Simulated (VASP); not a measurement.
AgF4:

```
Ag F
1.0
     3.58115    0.00000    0.00000
     0.00000    3.58115    0.00000
     0.00000    0.00000    5.06452
Ag F
1 4
Cartesian
  0.0000 0.0000 0.0000
  1.7906 0.0000 1.2661
  0.0000 1.7906 3.7984
  1.7906 0.0000 3.7984
  0.0000 1.7906 1.2661
```

The cell was built by a generator and needn't be a form met in nature.

The cell isn't the ideal one: ordered vacancies on the cation sites of fluorite (P4/mmm, No. 123).

| Property | Result |
| --- | --- |
| Program | VASP 6.6.1 |
| Task | relaxation of cell and atoms |
| Functional | PBE |
| Potentials or basis | VASP PAW PBE potentials, release 64 (Ag, F) |
| Cutoff | 600 eV |
| k mesh | 6 × 6 × 4 |
| Occupations | gaussian, width 0.1 eV |
| Spin | no spin polarisation |

At the start: pressure -0.6 GPa; volume 12.99 Å³/atom.

**Question.** Where does the relaxation end?

**Answer.** Over 4 steps the energy falls by 11.7 meV/atom and the volume is 13.05 Å³/atom (+0.5 %); space group P4/mmm (No. 123, to 0.05 Å).

The path:
```
step  energy change (eV)  largest force (eV/Å)  pressure (GPa)  volume (Å³)
   1              0.0000                0.3899           -0.62        64.95
   2             -0.0457                0.1437            0.58        64.47
   3             -0.0528                0.0142            1.38        64.20
   4             -0.0585                0.0088            0.10        65.27
```

Final structure:
```
Ag F
1.0
     3.63763    0.00000    0.00000
     0.00000    3.63763    0.00000
     0.00000    0.00000    4.93241
Ag F
1 4
Direct
  0.00000 0.00000 0.00000
  0.50000 0.00000 0.24374
  0.00000 0.50000 0.75626
  0.50000 0.00000 0.75626
  0.00000 0.50000 0.24374
```

Caveat: an odd number of electrons without spin polarisation forces a metal; a magnetic or distorted state may lie lower.
